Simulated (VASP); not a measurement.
The input files of a VASP run:

**POSCAR**
```
NiO
1
    4.1800000000     2.0900000000     2.0900000000
    2.0900000000     4.1800000000     2.0900000000
    2.0900000000     2.0900000000     4.1800000000
Ni O
2 2
Direct
  0.0000000000   0.0000000000   0.0000000000
  0.5000000000   0.5000000000   0.5000000000
  0.2500000000   0.2500000000   0.2500000000
  0.7500000000   0.7500000000   0.7500000000
```

KPOINTS:
```
Automatic mesh
0
Gamma
7 7 7
0 0 0
```

**INCAR**
```
SYSTEM = NiO
PREC = Accurate
ENCUT = 520
EDIFF = 1E-6
NELM = 100
ALGO = Normal
LREAL = .FALSE.
LASPH = .TRUE.
ISMEAR = 0
SIGMA = 0.05
GGA = PE
LMAXMIX = 4
LORBIT = 10
LWAVE = .FALSE.
LCHARG = .FALSE.
ISIF = 2
ISPN = 2
```

POTCAR, in this order: Ni O (PBE.64 set). Program: vasp_std.

The run wrote:

File standard output:
```
 POSCAR found type information on POSCAR NiO
 POSCAR found :  2 types and       4 ions
 Reading from existing POTCAR
 Reading from existing POTCAR
 LDA part: xc-table for (Slater+PW92), standard interpolation
 POSCAR, INCAR and KPOINTS ok, starting setup
 WAVECAR not read
 entering main loop
       N       E                     dE             d eps       ncg     rms          rms(c)
DAV:   1     0.259098658006E+03    0.25910E+03   -0.15945E+04  1784   0.211E+03
DAV:   2     0.373114862091E+01   -0.25537E+03   -0.24008E+03  1816   0.407E+02
DAV:   3    -0.261583546737E+02   -0.29890E+02   -0.28429E+02  2032   0.156E+02
DAV:   4    -0.271302173789E+02   -0.97186E+00   -0.96372E+00  1976   0.301E+01
DAV:   5    -0.271570621379E+02   -0.26845E-01   -0.26835E-01  2108   0.468E+00    0.185E+01
DAV:   6    -0.257577582119E+02    0.13993E+01   -0.42522E+01  2712   0.103E+02    0.204E+01
DAV:   7    -0.226529551080E+02    0.31048E+01   -0.97925E+00  2272   0.889E+01    0.707E+00
DAV:   8    -0.227854884256E+02   -0.13253E+00   -0.25588E+00  2056   0.155E+01    0.279E+00
DAV:   9    -0.227649249925E+02    0.20563E-01   -0.11266E-01  2600   0.370E+00    0.570E-01
DAV:  10    -0.227606741329E+02    0.42509E-02   -0.31621E-02  1908   0.367E+00    0.198E-01
DAV:  11    -0.227604614841E+02    0.21265E-03   -0.12469E-03  2456   0.716E-01    0.827E-02
DAV:  12    -0.227604612095E+02    0.27460E-06   -0.70955E-04  2044   0.245E-01    0.386E-02
DAV:  13    -0.227604495844E+02    0.11625E-04   -0.26252E-05  2648   0.573E-02    0.122E-02
DAV:  14    -0.227604481847E+02    0.13996E-05   -0.14364E-05  2696   0.517E-02    0.436E-03
DAV:  15    -0.227604479621E+02    0.22260E-06   -0.91298E-07   964   0.115E-02
   1 F= -.22760448E+02 E0= -.22757340E+02  d E =-.621662E-02
```

OUTCAR:
```
------------------------ aborting loop because EDIFF is reached ----------------------------------------
  FORCE on cell =-STRESS in cart. coord.  units (eV):
  Direction    XX          YY          ZZ          XY          YZ          ZX
  --------------------------------------------------------------------------------------
  Total       -0.6105899     -0.6105899     -0.6105899      0.0451507      0.0451507      0.0451507
  in kB      -26.7892976    -26.7892976    -26.7892976      1.9809612      1.9809612      1.9809612
  external PRESSURE =     -26.7892976 kB  Pullay stress =       0.0000000 kB
  volume of cell :       36.52
      direct lattice vectors                 reciprocal lattice vectors
     4.180000000  2.090000000  2.090000000     0.358851675 -0.119617225 -0.119617225
     2.090000000  4.180000000  2.090000000    -0.119617225  0.358851675 -0.119617225
     2.090000000  2.090000000  4.180000000    -0.119617225 -0.119617225  0.358851675
 POSITION                                       TOTAL-FORCE (eV/Angst)
 -----------------------------------------------------------------------------------
      0.00000      0.00000      0.00000        -0.000000      0.000000     -0.000000
      4.18000      4.18000      4.18000        -0.000000      0.000000     -0.000000
      2.09000      2.09000      2.09000         0.000000     -0.000000      0.000000
      6.27000      6.27000      6.27000         0.000000     -0.000000      0.000000
 -----------------------------------------------------------------------------------
    total drift:                                0.000000     -0.000000     -0.000000
  FREE ENERGIE OF THE ION-ELECTRON SYSTEM (eV)
  ---------------------------------------------------
  free  energy   TOTEN  =       -22.7604479621 eV

  energy  without entropy=      -22.7542313441  energy(sigma->0) =      -22.75733965

 total charge

# of ion       s       p       d       tot
------------------------------------------
    1        0.322   0.385   8.345   9.052
    2        0.322   0.385   8.345   9.052
    3        1.576   3.357   0.000   4.933
    4        1.576   3.357   0.000   4.933
--------------------------------------------------
tot          3.796   7.484  16.691  27.970
```
(Selected blocks of OUTCAR.)

**Question.** The run ends quietly. Is anything wrong with it?

**Answer.** The cause: ISPIN is misspelt, so the run is not spin-polarised. The run ends without an error. Against the sound run, the energy per atom (σ→0) rises by 0.182 eV/atom; the pressure decreases by 4.28 GPa; the band gap falls by 1.04 eV. To mend it, set ISPIN = 2, set MAGMOM = 2.0 -2.0 0.0 0.0, remove ISPN.

The mended run (PBE GGA, plane waves, VASP's PBE PAW potentials (set 64)) converges, and its OSZICAR ends with
```
   1 F= -.23485627E+02 E0= -.23485627E+02  d E =-.159329E-10  mag=     0.0000
```

The compound is NiO in the rock salt, AFM-II order structure. The cell was not relaxed at this level. The run is not spin-polarised, so no magnetic state was tried.
